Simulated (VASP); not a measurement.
Consider the following.

```xyz
16
Lattice="4.6931 0.0000 0.0000 0.0000 4.4891 2.8194 0.0000 -4.4891 2.8194" Properties=species:S:1:pos:R:3 pbc="T T T"
Li     2.3465     1.8492     1.8026
Li     2.3465    -1.8492     1.8026
B      3.8348     0.0000     1.4537
B      0.8583     0.0000     1.4537
B      3.2550     3.6097     2.8190
B      1.4381    -3.6097     2.8190
B      1.4381     3.6097     2.8190
B      3.2550    -3.6097     2.8190
B      0.8606     0.0000     4.1926
B      3.8324     0.0000     4.1926
B      0.0000    -2.9676     3.7398
B      0.0000     2.9676     3.7398
B      0.0000    -2.9707     1.9097
B      0.0000     2.9707     1.9097
C      3.0326     0.0000     2.8303
C      1.6605     0.0000     2.8303
```

Calculation: r2SCAN meta-GGA, VASP's PBE PAW potentials (set 64) (plane waves; VASP). Settings: LREAL = Auto, 520 eV cut-off, 5×5×5 Γ-centred mesh, tetrahedra with Blöchl corrections, potentials Li_sv B C.

Problem. Give the energies of bands 16 to 29 at the high-symmetry points, in eV from the valence-band maximum.

Solution. 
```
band      Γ      Y     F0      Z     B0      T      S      R
----  -----  -----  -----  -----  -----  -----  -----  -----
16    -5.05  -4.24  -3.92  -3.85  -3.93  -3.56  -3.77  -3.78
17    -3.75  -3.72  -3.69  -3.80  -3.40  -3.41  -3.58  -3.71
18    -2.90  -3.56  -2.87  -3.42  -3.02  -3.09  -3.25  -3.56
19    -2.58  -2.90  -2.52  -3.12  -3.00  -2.88  -2.89  -2.90
20    -2.50  -2.51  -2.49  -2.79  -2.70  -2.71  -2.58  -2.73
21    -1.49  -1.17  -1.84  -1.97  -1.74  -2.48  -2.30  -2.34
22    -1.06  -1.04  -1.37  -1.44  -1.60  -1.95  -2.22  -1.58
23    -0.76  -0.68  -1.36  -0.90  -1.45  -1.60  -2.04  -0.94
24    -0.48  -0.22  -1.07  -0.47  -1.13  -0.93  -0.92  -0.74
25    -0.04   0.00  -0.99  -0.43  -0.81  -0.84  -0.39  -0.52
26     1.50   2.77   3.58   4.21   3.08   3.21   3.02   3.09
27     4.11   3.52   3.78   4.71   3.59   3.56   4.05   3.55
28     4.13   3.83   3.85   5.83   4.33   3.84   4.96   4.80
29     6.92   4.38   4.94   6.34   4.67   5.17   5.10   4.94
```

The gap is indirect, 1.50 eV, from the valence maximum at Y to the conduction minimum at Γ.

The structure comes from a computed database's LiB6C entry (Amm2); how it stands against other phases isn't given here. It was relaxed first.
